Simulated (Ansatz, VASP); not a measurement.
# TaAs: VASP beside Ansatz, part 2 of 2

Wanted: the spread between two codes on one cell, functional and k mesh. The cell is taken from a series of VASP runs on this material, whose earlier steps may have relaxed, scaled or displaced it; both programs get it as it stands.

VASP 6.6.1 and Ansatz 0.2.0.

So far: The structure; VASP: relaxation of cell and atoms, PBEsol.

## 3. Ansatz: relaxation of cell and atoms, PBEsol

Level of this step: Ansatz beside VASP: Kohn-Sham DFT, plane waves, PBEsol (Ansatz).

Ansatz runs on its default PAW (the set named soft_2) files.

The same cell, functional, mesh and smearing now go to Ansatz, which takes its cutoff from its data sets.

The input, input.yaml:

```yaml
crystal:
  lattice:
    - [-1.7218133622, 1.7218133622, 5.8679415361]
    - [1.7218133622, -1.7218133622, 5.8679415361]
    - [1.7218133622, 1.7218133622, -5.8679415361]
  atoms:
    - { symbol: Ta, position: [0.4999673, 0.4999673, 0.0] }
    - { symbol: Ta, position: [0.2499673, 0.7499673, 0.5] }
    - { symbol: As, position: [0.08263212, 0.08263212, 0.0] }
    - { symbol: As, position: [0.83263212, 0.33263212, 0.5] }
hamiltonian:
  xc: pbesol
  pseudopotentials: { kind: paw }
kpoints:
  mp_grid: { grid: [14, 14, 14] }
scf:
  occupations: { method: methfessel_paxton, width: 0.15 }
relax:
  f_tol: 0.01
  max_steps: 60
  cell: { stress_tol: 0.05 }
output:
  forces: true
  stress: true
```

On the command line:

```console
ansatz run input.yaml --threads 4 --pin off --max-ram 9216MiB --backend cpu --events-out ev --progress --plain --runs-dir out
```

Numbers of over 12 decimals in the logs are rounded to 6 here.

What it wrote:

```text
basis.fft_grid_basis auto: the FFT boxes are laid along the combinations [[1, 0, 1], [0, 1, 1], [0, 0, 1]] of the cell's own vectors, 3.444, 3.444 and 6.353 Å long. The dense box has 24×24×45 points. Along the cell's own vectors, as sized, it would have 45×45×45, 3.52 times as many. Of the 8 symmetry operations that the crystal satisfies within crystal.symmetry.tolerance (time reversal apart; of a slab, those that ke [...]
Engine: ansatz 0.2.0, aarch64-unknown-linux-gnu
Pseudopotentials: kind: paw
Pseudopotential: Ta, paw, valence charge 13, recommended cutoff 420 eV (normal), Ta.paw.azcp
Pseudopotential: As, paw, valence charge 15, recommended cutoff 420 eV (normal), As.paw.azcp
Functional definition: PBEsol
  exchange = pbesol_x
  correlation = pbesol_c
Crystal: 4 atoms, lattice volume = 69.585 Å³
Basis set: ecut = 420 eV, 1371 PW (Γ), FFT grids on a1+a3, a2+a3, a3, exchange–correlation on 48×48×90 points (8 copies of the dense FFT grid, shifted against one another)
Bands: 34, of which v1, the nominal top of the filled ones, is band 28 counted from 1 (27 counted from 0)
Symmetry: 8 space group operations
Space group: I41md (ITA 109), of the structure as read, at distance tolerance 4.1e-5 Å
k-points: 244 of 2744 (time reversal used)
Non-local potential: Ta, projectors of the file, l = 0: 3, l = 1: 2, l = 2: 2, l = 3: 1
Non-local potential: As, projectors of the file, l = 0: 2, l = 1: 2, l = 2: 3, l = 3: 1
PAW form: soft (Blöchl's): semilocal exchange-correlation on the pseudo side does not see the compensation charge
PAW frozen core: Ta, regenerated for the run's functional, and the local potential with it (the file was generated under x = pbe(κ = 0.804, μ = 0.219515), c = pbe(β = 0.066725))
PAW frozen core: As, regenerated for the run's functional, and the local potential with it (the file was generated under x = pbe(κ = 0.804, μ = 0.219515), c = pbe(β = 0.066725))
PAW one-centre angular grid: Ta, 590 points (default); XC on 64 Gauss nodes
PAW one-centre angular grid: As, 590 points (default); XC on 64 Gauss nodes
Initial density: superposition of atomic densities (neutral atoms: chi_scale 0, normalization atom), corrected by the library's trained network
Initial wavefunctions: pseudopotential atomic-orbital guess
Functional: x = pbesol(κ = 0.804, μ = 0.123457), c = pbesol(β = 0.046)
SCF iter   1: F=—  HF=-29241.485429 eV  |F-HF|=—  |Δ(HF+E_count)|=         —  Δρ=7.28e-3  dr2=2.63e-2  ethr=1.77e-3  ⟨swp⟩=5.1  Hψ=32223  notcnv=0
preconditioner: auto → Kerker (q_TF=auto, 2.631 Å⁻¹)  [metal: Δε(μ)=0.035 eV  Ē_g=7.521 eV  σ=0.150 eV  W_gap=0.19  n_scr=24 (ndim 8)  ℏωp=19.9 eV  f_vac=0.000  D(μ)=0.36/eV (n_scr^D=0)]
SCF iter   2: F=—  HF=-29241.481650 eV  |F-HF|=—  |Δ(HF+E_count)|=   3.78e-3  S|Δr|=    0.00e0  Δρ=4.10e-3  dr2=7.54e-3  ethr=4.70e-5  ⟨swp⟩=1.0  Hψ=10248  notcnv=0  defer=1
SCF iter   3: F=—  HF=-29241.480887 eV  |F-HF|=—  |Δ(HF+E_count)|=   7.63e-4  S|Δr|=    0.00e0  Δρ=6.59e-4  dr2=2.90e-4  ethr=1.35e-5  ⟨swp⟩=2.0  Hψ=9966  notcnv=0  defer=1
SCF iter   4: F=—  HF=-29241.480833 eV  |F-HF|=—  |Δ(HF+E_count)|=   5.37e-5  S|Δr|=    0.00e0  Δρ=1.09e-4  dr2=1.27e-5  ethr=5.17e-7  ⟨swp⟩=2.0  Hψ=10573  notcnv=0  defer=1
SCF iter   5: F=—  HF=-29241.480833 eV  |F-HF|=—  |Δ(HF+E_count)|=   6.46e-7  S|Δr|=    0.00e0  Δρ=3.65e-5  dr2=1.13e-6  ethr=2.27e-8  ⟨swp⟩=2.0  Hψ=14338  notcnv=0  defer=1
SCF iter   6: F=—  HF=-29241.480829 eV  |F-HF|=—  |Δ(HF+E_count)|=   3.87e-6  S|Δr|=    0.00e0  Δρ=2.12e-5  dr2=2.48e-7  ethr=2.02e-9  ⟨swp⟩=2.0  Hψ=14317  notcnv=0  defer=1
SCF iter   7: F=-29241.480829 eV  HF=-29241.480829 eV  |F-HF|=1.59e-9  |Δ(HF+E_count)|=   2.80e-8  S|Δr|=    0.00e0  Δρ=3.83e-6  dr2=7.98e-9  ethr=1.79e-10  ⟨swp⟩=4.0  Hψ=25425  notcnv=0
SCF 1 converged in 7 iterations: F = -29241.480829 eV  dr2 = 7.98e-9
  greatest PAW one-centre occupation: 1.000 electrons in one spin orbital (limit 2), on the Ta atom at site 1 (counted from 0), in its partial waves of l = 0
relax step   1: F+E_penalty+E_count = -29241.48082873 eV  Δ(F+E_penalty+E_count) = +0.000e0 eV  max|allowed force component| = 2.047e-2 eV/Å  Δτ_max = 0.0000 Å  P = -3.843 GPa  Ω = 69.585 Å³  (7 SCF iters, dr2 threshold 1.00e-7 eV, accepted)
[...]
relax step   2: F+E_penalty+E_count = -29241.46718140 eV  Δ(F+E_penalty+E_count) = +1.365e-2 eV  max|allowed force component| = 2.629e-2 eV/Å  Δτ_max = 0.0102 Å  P = +5.402 GPa  Ω = 66.216 Å³  energy of the carried Pulay correction = +8.862e-4 eV  (6 SCF iters, dr2 threshold 4.00e-7 eV, rejected (line search))
[...]
relax step   3: F+E_penalty+E_count = -29241.50036668 eV  Δ(F+E_penalty+E_count) = -1.954e-2 eV  max|allowed force component| = 2.820e-3 eV/Å  Δτ_max = 0.0037 Å  P = -0.172 GPa  Ω = 68.155 Å³  energy of the carried Pulay correction = +3.710e-4 eV  (9 SCF iters, accepted)
[...]
relax step   4: F+E_penalty+E_count = -29241.50043266 eV  Δ(F+E_penalty+E_count) = -6.598e-5 eV  max|allowed force component| = 1.898e-3 eV/Å  Δτ_max = 0.0003 Å  P = +0.005 GPa  Ω = 68.086 Å³  energy of the carried Pulay correction = +3.890e-4 eV  (4 SCF iters, dr2 threshold 1.55e-7 eV, accepted)
[...]
relax step   5: F+E_penalty+E_count = -29241.50007409 eV  Δ(F+E_penalty+E_count) = +3.586e-4 eV  max|allowed force component| = 1.872e-3 eV/Å  Δτ_max = 0.0000 Å  P = -0.000 GPa  Ω = 68.086 Å³  stress off target by 2.78e-3 GPa  SCF on the basis re-selected at this cell (its energy is not comparable with the rows above)  (5 SCF iters)
basis re-selected at this cell: Δ(F+E_penalty+E_count) = +3.586e-4 eV, ΔP = -0.005 GPa vs the last step (what re-selecting the basis moved, of the pressure what is left beyond the Pulay correction that the steps carried, after the strain that the cell walked since its last selection, with what the two solves' SCF thresholds leave and, on support functions, any second-order correction that the steps lacked; it is no m [...]
SCF converged after 5 iterations
Stability not checked: this state was not tested for a lower state beside it, because cold or Methfessel-Paxton smearing, or corrected tetrahedra, fill the levels in a way that the test cannot read (fill_not_monotonic; see scf.lower_state_search)
Free energy (F): -29241.500074 eV
Harris-Foulkes:  -29241.500074 eV  (|F-HF|=2.18e-11)
Internal energy: -29241.500778 eV  (E = F + TS)
E sigma→0 (E₀):  -29241.500250 eV
Entropy (-TS):   0.000704 eV (0.176 meV/atom)
Fermi energy:    17.315285 eV
Step filling:    the computed levels leave a gap of 0.0324 eV = 0.2 smearing widths at the electron count; against every level under it full and every level over it empty, smearing changes F+E_penalty+E_count by +0.312 meV and its σ→0 estimate by +0.136 meV
--- Per-component energies (eV) ---
  E_band       = -536.578268
  E_kinetic    = 945.789609
  E_local      = -3990.336736  (includes V_loc(G=0)·N_el)
  E_nonlocal   = -1300.673090
  E_hartree    = 2076.222816
  E_xc         = -595.147485
  E_vxc        = -571.287217  (∫ρ·V_xc dr)
  E_paw        = -20133.661703  (= ΣΔE_a)
  E_vpaw       = 227.483423  (= ΣTr[D̂ρ^β])
  E_aug_tail   = 0.000277  (compensation charges beyond the density's cutoff)
  E_ewald      = -6246.054616
  E_core_change = 2.360150  (= ΣΔE_core)
  E_smearing   = 0.000704  (= −TS)
  E_closure    = 0.000000  (closes the sum)
  Σ components = -29241.500074   (vs F -29241.500074, Δ=0.00e0)
--- Forces (eV/Å), atoms counted from 1 ---
  atom   1  Ta    -0.00000000    -0.00000000    -0.00187171
  atom   2  Ta     0.00000000    -0.00000000    -0.00187171
  atom   3  As    -0.00000000    -0.00000000     0.00187139
  atom   4  As     0.00000000    -0.00000000     0.00187139
  max |Σ_I F_I| component: 6.30e-7 eV/Å
--- Stress (GPa, compression-positive) ---
        0.001089       0.000000      -0.000000
        0.000000       0.001089       0.000000
       -0.000000       0.000000      -0.002783
  P = ⅓ Tr σ = -0.0002 GPa (-0.002 kbar)
--- Relaxed structure (4 steps of the walk, 3 accepted, 1 SCFs on fresh bases) ---
  F+E_penalty+E_count = -29241.50007409 eV   max|allowed force component| = 1.872e-3 eV/Å   (the final SCF, on the basis selected at the relaxed cell)
  cell:  # Å, volume = 68.0860 Å³
    - [-1.714197, 1.714197, 5.792636]
    - [1.714197, -1.714197, 5.792636]
    - [1.714197, 1.714197, -5.792636]
  atoms:
    - { symbol: Ta, position: [0.500304, 0.500304, 0] }
    - { symbol: Ta, position: [0.250304, 0.750304, 0.5] }
    - { symbol: As, position: [0.082295, 0.082295, 0] }
    - { symbol: As, position: [0.832295, 0.332295, 0.500000] }
```

The job ended after 63 s (4 threads of Arm Neoverse V1, shared host; peak memory 0.71 GiB).

## 4. Comparison

Known differences besides the potentials themselves: both relaxations stop at a tolerance, which leaves soft axes loose, and VASP keeps its plane-wave basis; the data sets hold 56 valence electrons in Ansatz (default PAW (the set named soft_2) files) and 32 in VASP; the cutoff is 420 eV in Ansatz and 450 eV in VASP; Ansatz makes its cores anew for this functional, VASP keeps those of its PBE data sets; VASP leaves aspherical gradient terms in its spheres out (LASPH is not set), Ansatz keeps them; Ansatz adds a Pulay correction to the stress that steers its cell, VASP none. Total energies have different zeros and are not compared.

Both answers:

| quantity | Ansatz | VASP | difference |
| --- | --- | --- | --- |
| volume (Å³) | 68.09 | 68.31 | -0.33 % |
| edge a after relaxation, in the typed setting (Å) | 6.279 | 6.286 | -0.10 % |

The walks stopped with 0.00 GPa left in Ansatz and 0.01 GPa in VASP; each walk ends within a tolerance, so the volume difference is uncertain by about these residues over the bulk modulus, most in soft cells.

## 5. What came out

- difference in volume (relaxation of cell and atoms, PBEsol): -0.33 %

In words: The difference in volume is -0.33 % (relaxation of cell and atoms, PBEsol), within the 1.2 % picked in this series as the mark of a large difference, as far as the stopping tolerances let one tell. How closely two codes agree says nothing of how well the functional describes the real material.

[Lines on the potential files, build, host, timing and source positions are cut from VASP's logs without a mark.]

[Logs are printed without paths, hosts, clocks, repeated set-up lines and the standing remarks that a program may print on its own settings, such as how far it seeks lower states.]

[Hosts, paths, dates, database ids (printed as entryN), source tags and the programs' standing remarks are cut or masked in the printed files.]
